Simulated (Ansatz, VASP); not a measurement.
# Cross-check of SmTa between VASP and Ansatz

Wanted: the spread between two codes on one cell, functional and k mesh. The cell is invented: As first built, before any earlier steps moved the atoms (in the runner's words): it takes the YZr structure with all of its atoms replaced by other elements, volume scaled by an estimate. It may not be a known or stable phase. The cell is taken from a series of VASP runs on this material, whose earlier steps may have relaxed, scaled or displaced it; both programs get it as it stands.

Program: Ansatz 0.2.0. Level of theory: plane waves, with VASP 6.6.1 beside it; relaxation of cell and atoms at PBE with D4. Results are calculated unless marked as measured.

In doubt: a part-filled 4f shell, where there is one, can sit in one of many states, so energies may not be the lowest and differences between runs may mislead; derivatives with an open 4f shell can jump between states, which bears on forces and vibrations.

### 1. The structure

The structure is hexagonal, space group P-6m2 (No. 187). The conventional cell has a = 3.074 Å, b = 3.074 Å, c = 5.428 Å, α = 90.00°, β = 90.00°, γ = 120.00°. Ta has 6 Ta at 3.07 Å and 6 Sm at 3.24 Å nearest. Nearest to Sm lie 6 Sm at 3.07 Å and 6 Ta at 3.24 Å. As first built, before any earlier steps moved the atoms (in the runner's words): sites of the YZr structure (space group 187) filled with other elements, volume scaled by an estimate. Farther neighbours are not listed.

As a file:

```cif
data_structure
_symmetry_space_group_name_H-M 'P 1'
_symmetry_Int_Tables_number 1
_cell_length_a 3.0741
_cell_length_b 3.0741
_cell_length_c 5.4278
_cell_angle_alpha 90.000
_cell_angle_beta 90.000
_cell_angle_gamma 120.000
_cell_volume 44.42
loop_
_atom_site_label
_atom_site_type_symbol
_atom_site_fract_x
_atom_site_fract_y
_atom_site_fract_z
_atom_site_occupancy
Ta1 Ta 0.33333 0.66667 0.00000 1
Sm2 Sm 0.66667 0.33333 0.50000 1
```

### 2. Ansatz: relaxation of cell and atoms, PBE with D4

Ansatz runs on its default PAW (the set named soft_2) files.

The relaxed volume is the usual yardstick between codes: its relative difference is about their pressure difference at one cell divided by the bulk modulus.

Contents of input.yaml:

```yaml
crystal:
  lattice:
    - [3.0740551692, 0.0, 0.0]
    - [-1.5370275846, 2.662210201, 0.0]
    - [0.0, 0.0, 5.4277549609]
  atoms:
    - { symbol: Ta, position: [0.33333333, 0.66666667, 0.0] }
    - { symbol: Sm, position: [0.66666667, 0.33333333, 0.5], spin: 5.0 }
hamiltonian:
  xc: pbe
  pseudopotentials: { kind: paw }
  dispersion: d4
magnetization:
  spin_polarized: true
kpoints:
  mp_grid: { grid: [7, 7, 4] }
scf:
  occupations: { method: methfessel_paxton, width: 0.2 }
relax:
  f_tol: 0.01
  max_steps: 60
  cell: { stress_tol: 0.05 }
output:
  forces: true
  stress: true
```

Run with:

```sh
> ansatz run input.yaml --threads 4 --pin off --max-ram 9216MiB --backend cpu --events-out ev --progress --plain --runs-dir out
```

Numbers of over 12 decimals in the logs are rounded to 6 here.

Output:

```text
Warning: where an SCF of this run starts from atoms to list the orders of its open shells, Sm (site 1, from 0) starts with 5.22 μB on its 4f shell, in the place of the 5.00 μB that the deck gives it: an open f shell starts with all that it can hold by Hund's first rule. To start from spheres of the given moment, type scf.initial_density.shell_occupations: []
band count auto-derived: 22 (N_el = 29.0; filled up to band 15; 21 by the electrons, moments and atoms)
Engine: ansatz 0.2.0, aarch64-unknown-linux-gnu
Pseudopotentials: kind: paw
Pseudopotential: Ta, paw, valence charge 13, recommended cutoff 420 eV (normal), Ta.paw.azcp
Pseudopotential: Sm, paw, valence charge 16, recommended cutoff 420 eV (normal), Sm.paw.azcp
Functional definition: PBE
  parameter kappa = 0.804
  parameter beta = 0.066725
  exchange = pbe_x(kappa = kappa, mu = beta*pi^2/3)
  correlation = pbe_c(beta = beta)
Crystal: 2 atoms, lattice volume = 44.420 Å³
Basis set: ecut = 420 eV, 859 PW (Γ), exchange–correlation on 48×48×80 points (8 copies of the dense FFT grid, shifted against one another)
Bands: 22, of which v1, the nominal top of the filled ones, is band 15 counted from 1 (14 counted from 0)
Symmetry: 12 space group operations
Space group: P-6m2 (ITA 187), of the structure as read, at distance tolerance 3.5e-5 Å
Magnetic group: BNS 187.209 (UNI 1439), of the structure as read, at distance tolerance 3.5e-5 Å
k-points: 24 of 196 (time reversal used)
Non-local potential: Ta, projectors of the file, l = 0: 3, l = 1: 2, l = 2: 2, l = 3: 1
Non-local potential: Sm, projectors of the file, l = 0: 3, l = 1: 2, l = 2: 2, l = 3: 3
PAW form: soft (Blöchl's): semilocal exchange-correlation on the pseudo side does not see the compensation charge
PAW one-centre angular grid: Ta, 590 points (default); XC on 64 Gauss nodes
PAW one-centre angular grid: Sm, 590 points (default); XC on 64 Gauss nodes
Initial density: superposition of atomic densities (chi_scale 0.1, normalization cell)
Starting moments: Σ|m| = 5 μB on 1 of 2 sites
Initial wavefunctions: pseudopotential atomic-orbital guess
Functional: x = pbe(κ = 0.804, μ = 0.219515), c = pbe(β = 0.066725)
SCF iter   1: F=—  HF=-18176.615217 eV  |F-HF|=—  |Δ(HF+E_count)|=         —  Δρ=3.40e-2 (↑3.40e-2 ↓2.76e-2)  dr2=6.45e0  dr2_m=2.92e-2  M=5.481 μB ∫|m|=5.591 μB  β_m=0.30  ethr=3.10e-3  ⟨swp⟩=5.0  Hψ=4054  notcnv=0
Mixer restart at iter 1: flushing history
preconditioner: auto → Kerker (q_TF=auto, 2.541 Å⁻¹)  [metal: Δε(μ)=0.003 eV  Ē_g=9.262 eV  σ=0.200 eV  W_gap=0.01  n_scr=10 (ndim 8)  ℏωp=24.3 eV  f_vac=0.000  D(μ)=8.36/eV (n_scr^D=136)]
spin=Collinear: Kerker preconditioning applied to the charge; magnetization (m = ρ↑ − ρ↓) channel mixes plain (no charge-response kernel on spin).
SCF iter   2: F=—  HF=-18176.142234 eV  |F-HF|=—  |Δ(HF+E_count)|=   4.73e-1  Δρ=2.12e-2 (↑2.12e-2 ↓1.61e-2)  dr2=1.83e0  dr2_m=1.98e-2  M=5.508 μB ∫|m|=5.677 μB  β_m=0.49  ethr=3.10e-3  ⟨swp⟩=2.0  Hψ=1693  notcnv=0  defer=47
SCF iter   3: F=—  HF=-18176.076913 eV  |F-HF|=—  |Δ(HF+E_count)|=   6.53e-2  Δρ=9.36e-3 (↑9.36e-3 ↓7.15e-3)  dr2=2.95e-2  dr2_m=1.69e-2  M=5.573 μB ∫|m|=5.914 μB  β_m=0.73  ethr=3.10e-3  ⟨swp⟩=2.3  Hψ=1633  notcnv=0  defer=47
SCF iter   4: F=—  HF=-18176.159574 eV  |F-HF|=—  |Δ(HF+E_count)|=   8.27e-2  Δρ=5.77e-3 (↑5.77e-3 ↓3.56e-3)  dr2=9.26e-3  dr2_m=5.80e-3  M=5.603 μB ∫|m|=6.030 μB  β_m=0.87  ethr=1.02e-4  ⟨swp⟩=2.5  Hψ=2195  notcnv=0  defer=45
SCF iter   5: F=—  HF=-18176.215617 eV  |F-HF|=—  |Δ(HF+E_count)|=   5.60e-2  Δρ=6.22e-3 (↑6.22e-3 ↓1.07e-3)  dr2=2.14e-2  dr2_m=4.11e-3  M=5.636 μB ∫|m|=6.178 μB  β_m=0.93  ethr=3.19e-5  ⟨swp⟩=2.0  Hψ=1785  notcnv=0  defer=46
SCF iter   6: F=—  HF=-18176.243067 eV  |F-HF|=—  |Δ(HF+E_count)|=   2.74e-2  Δρ=1.72e-3 (↑1.72e-3 ↓1.44e-3)  dr2=3.57e-3  dr2_m=4.31e-4  M=5.632 μB ∫|m|=6.264 μB  β_m=0.97  ethr=3.19e-5  ⟨swp⟩=2.3  Hψ=2033  notcnv=0  defer=51
SCF iter   7: F=—  HF=-18176.243597 eV  |F-HF|=—  |Δ(HF+E_count)|=   5.31e-4  Δρ=1.07e-3 (↑1.07e-3 ↓5.26e-4)  dr2=5.02e-4  dr2_m=1.68e-4  M=5.628 μB ∫|m|=6.275 μB  β_m=0.98  ethr=1.23e-5  ⟨swp⟩=2.4  Hψ=1823  notcnv=0  defer=51
SCF iter   8: F=—  HF=-18176.244771 eV  |F-HF|=—  |Δ(HF+E_count)|=   1.17e-3  Δρ=1.37e-4 (↑1.37e-4 ↓9.69e-5)  dr2=8.97e-6  dr2_m=3.01e-6  M=5.627 μB ∫|m|=6.304 μB  β_m=0.99  ethr=1.73e-6  ⟨swp⟩=2.1  Hψ=1938  notcnv=0  defer=51
SCF iter   9: F=—  HF=-18176.176624 eV  |F-HF|=—  |Δ(HF+E_count)|=         —  Δρ=1.53e-3 (↑1.53e-3 ↓5.45e-4)  dr2=1.08e-3  dr2_m=3.18e-4  M=5.595 μB ∫|m|=6.326 μB  β_m=0.99  ethr=3.09e-8  ⟨swp⟩=2.2  Hψ=1783  notcnv=0  defer=51
Mixer restart at iter 9: flushing history
iteration 9: the input's own smearing fills from here on; a Gaussian of 0.2 eV has filled iterations ahead of it
SCF iter  10: F=—  HF=-18176.181955 eV  |F-HF|=—  |Δ(HF+E_count)|=   5.33e-3  S|Δr|=    0.00e0  Δρ=1.60e-2 (↑1.60e-2 ↓2.10e-3)  dr2=1.56e-1  dr2_m=2.63e-2  M=5.468 μB ∫|m|=6.235 μB  β_m=0.19  ethr=3.09e-8  ⟨swp⟩=3.0  Hψ=2515  notcnv=0  defer=51  recentre
[...]
SCF iter  14: F=—  HF=-18176.177733 eV  |F-HF|=—  |Δ(HF+E_count)|=   4.37e-4  S|Δr|=    0.00e0  Δρ=1.17e-3 (↑1.17e-3 ↓3.60e-4)  dr2=7.56e-4  dr2_m=1.67e-4  M=5.553 μB ∫|m|=6.326 μB  β_m=0.36  ethr=3.09e-8  ⟨swp⟩=2.8  Hψ=1916  notcnv=0  defer=53
SCF iter  15: F=—  HF=-18176.177769 eV  |F-HF|=—  |Δ(HF+E_count)|=   3.52e-5  S|Δr|=    0.00e0  Δρ=1.48e-4 (↑1.48e-4 ↓1.19e-4)  dr2=5.02e-6  dr2_m=6.02e-6  M=5.552 μB ∫|m|=6.337 μB  β_m=0.54  ethr=3.09e-8  ⟨swp⟩=2.1  Hψ=1795  notcnv=0  defer=53
SCF iter  16: F=—  HF=-18176.177781 eV  |F-HF|=—  |Δ(HF+E_count)|=   1.29e-5  S|Δr|=    0.00e0  Δρ=2.72e-4 (↑2.72e-4 ↓4.10e-5)  dr2=3.93e-5  dr2_m=8.40e-6  M=5.552 μB ∫|m|=6.341 μB  β_m=0.54  ethr=1.73e-8  ⟨swp⟩=2.1  Hψ=1386  notcnv=0  defer=53
SCF iter  17: F=—  HF=-18176.177785 eV  |F-HF|=—  |Δ(HF+E_count)|=   3.12e-6  S|Δr|=    0.00e0  Δρ=4.15e-5 (↑4.15e-5 ↓2.99e-5)  dr2=4.21e-7  dr2_m=4.21e-7  M=5.549 μB ∫|m|=6.342 μB  β_m=0.77  ethr=1.73e-8  ⟨swp⟩=2.0  Hψ=1312  notcnv=0  defer=53
SCF iter  18: F=—  HF=-18176.177786 eV  |F-HF|=—  |Δ(HF+E_count)|=   1.01e-6  S|Δr|=    0.00e0  Δρ=8.51e-5 (↑8.51e-5 ↓1.39e-5)  dr2=4.12e-6  dr2_m=7.50e-7  M=5.547 μB ∫|m|=6.342 μB  β_m=0.77  ethr=1.45e-9  ⟨swp⟩=2.0  Hψ=1651  notcnv=0  defer=53
SCF iter  19: F=—  HF=-18176.177786 eV  |F-HF|=—  |Δ(HF+E_count)|=   6.06e-8  S|Δr|=    0.00e0  Δρ=2.65e-5 (↑2.65e-5 ↓6.21e-6)  dr2=4.35e-7  dr2_m=7.39e-8  M=5.547 μB ∫|m|=6.343 μB  β_m=0.89  ethr=1.45e-9  ⟨swp⟩=1.6  Hψ=1137  notcnv=0  defer=53
SCF iter  20: F=-18176.177786 eV  HF=-18176.177786 eV  |F-HF|=2.14e-8  |Δ(HF+E_count)|=   4.12e-9  S|Δr|=    0.00e0  Δρ=5.69e-6 (↑5.69e-6 ↓1.08e-6)  dr2=1.93e-8  dr2_m=3.30e-9  M=5.547 μB ∫|m|=6.343 μB  ethr=3.45e-10  ⟨swp⟩=3.3  Hψ=3459  notcnv=0
SCF 1 converged in 20 iterations: F = -18176.177786 eV  dr2 = 1.93e-8
  greatest PAW one-centre occupation: 0.999 electrons in one spin orbital (limit 2), on the Ta atom at site 0 (counted from 0), in its partial waves of l = 0
relax step   1: F+E_penalty+E_count = -18176.17778554 eV  Δ(F+E_penalty+E_count) = +0.000e0 eV  max|allowed force component| = 2.313e-17 eV/Å  Δτ_max = 0.0000 Å  P = +0.082 GPa  Ω = 44.420 Å³  (20 SCF iters, dr2 threshold 1.00e-7 eV, accepted)
[...]
relax step   2: F+E_penalty+E_count = -18176.17790139 eV  Δ(F+E_penalty+E_count) = -1.159e-4 eV  max|allowed force component| = 3.238e-17 eV/Å  Δτ_max = 0.0000 Å  P = -0.033 GPa  Ω = 44.490 Å³  energy of the carried Pulay correction = -2.843e-5 eV  (9 SCF iters, dr2 threshold 9.79e-8 eV, accepted)
[...]
relax step   3: F+E_penalty+E_count = -18176.17791560 eV  Δ(F+E_penalty+E_count) = -1.421e-5 eV  max|allowed force component| = 2.313e-17 eV/Å  Δτ_max = 0.0000 Å  P = +0.076 GPa  Ω = 44.434 Å³  energy of the carried Pulay correction = -8.480e-6 eV  (9 SCF iters, dr2 threshold 1.51e-8 eV, rejected (line search))
[...]
relax step   4: F+E_penalty+E_count = -18176.17791326 eV  Δ(F+E_penalty+E_count) = -1.187e-5 eV  max|allowed force component| = 2.313e-17 eV/Å  Δτ_max = 0.0000 Å  P = -0.000 GPa  Ω = 44.474 Å³  energy of the carried Pulay correction = -2.299e-5 eV  (11 SCF iters, accepted)
[...]
relax step   5: F+E_penalty+E_count = -18176.17793082 eV  Δ(F+E_penalty+E_count) = -1.756e-5 eV  max|allowed force component| = 2.313e-17 eV/Å  Δτ_max = 0.0000 Å  P = +0.000 GPa  Ω = 44.474 Å³  stress off target by 6.97e-4 GPa  SCF on the basis re-selected at this cell (its energy is not comparable with the rows above)  (7 SCF iters)
basis re-selected at this cell: Δ(F+E_penalty+E_count) = -1.756e-5 eV, ΔP = +0.000 GPa vs the last step (what re-selecting the basis moved, of the pressure what is left beyond the Pulay correction that the steps carried, after the strain that the cell walked since its last selection, with what the two solves' SCF thresholds leave and, on support functions, any second-order correction that the steps lacked; it is no m [...]
SCF converged after 7 iterations
Stability not checked: this state was not tested for a lower state beside it, because cold or Methfessel-Paxton smearing, or corrected tetrahedra, fill the levels in a way that the test cannot read (fill_not_monotonic; see scf.lower_state_search)
Magnetization: 5.5377 μB (17.2689 up, 11.7311 down)
Absolute magnetization: 6.3440 μB (∫|ρ↑−ρ↓|, with the PAW one-centre terms)
Spin contamination: 0.3594 ħ² per cell (⟨S²⟩ above its minimum at these occupations)
Per-site moments (μB) at R_I (Å): [(-0.320599, 1.270369), (5.664816, 1.270369)]
Free energy (F): -18176.177931 eV
Harris-Foulkes:  -18176.177931 eV  (|F-HF|=7.28e-12)
Internal energy: -18176.169265 eV  (E = F + TS)
E sigma→0 (E₀):  -18176.175764 eV
Entropy (-TS):   -0.008666 eV (-4.333 meV/atom)
Fermi energy:    16.689062 eV
--- Per-component energies (eV) ---
  E_band       = -59.981703
  E_kinetic    = 708.062421
  E_local      = -1861.799395  (includes V_loc(G=0)·N_el)
  E_nonlocal   = 405.242512
  E_hartree    = 705.183430
  E_xc         = -397.785260
  E_vxc        = -400.728911  (∫ρ·V_xc dr)
  E_paw        = -14616.789707  (= ΣΔE_a)
  E_vpaw       = -321.125180  (= ΣTr[D̂ρ^β])
  E_aug_tail   = 0.000146  (compensation charges beyond the density's cutoff)
  E_ewald      = -3117.648851
  E_disp       = -0.634561  (pairwise vdW)
  E_smearing   = -0.008666  (= −TS)
  E_closure    = 0.000000  (closes the sum)
  Σ components = -18176.177931   (vs F -18176.177931, Δ=0.00e0)
--- Forces (eV/Å), atoms counted from 1 ---
  atom   1  Ta     0.00000000    -0.00000000     0.00000000
  atom   2  Sm     0.00000000     0.00000000     0.00000000
  max |Σ_I F_I| component: 2.78e-17 eV/Å
--- Stress (GPa, compression-positive) ---
        0.000354       0.000000       0.000000
        0.000000       0.000354       0.000000
        0.000000       0.000000      -0.000697
  P = ⅓ Tr σ = 0.0000 GPa (0.000 kbar)
--- Relaxed structure (4 steps of the walk, 3 accepted, 1 SCFs on fresh bases) ---
  F+E_penalty+E_count = -18176.17793082 eV   max|allowed force component| = 2.313e-17 eV/Å   (the final SCF, on the basis selected at the relaxed cell)
  cell:  # Å, volume = 44.4738 Å³
    - [3.079683, 0.0, 0.0]
    - [-1.539842, 2.667084, 0.0]
    - [0.0, 0.0, 5.414536]
  atoms:
    - { symbol: Ta, position: [0.333333, 0.666667, 0.0] }
    - { symbol: Sm, position: [0.666667, 0.333333, 0.5] }
```

Elapsed: 10 s, on 4 threads of Arm Neoverse V1, shared host; peak memory 0.38 GiB; 36 s of CPU time.

[end of part 1 of 2]

[Lines on the potential files, build, host, timing and source positions are cut from VASP's logs without a mark.]

[Logs are printed without paths, hosts, clocks, repeated set-up lines and the standing remarks that a program may print on its own settings, such as how far it seeks lower states.]

[Hosts, paths, dates, database ids (printed as entryN), source tags and the programs' standing remarks are cut or masked in the printed files.]
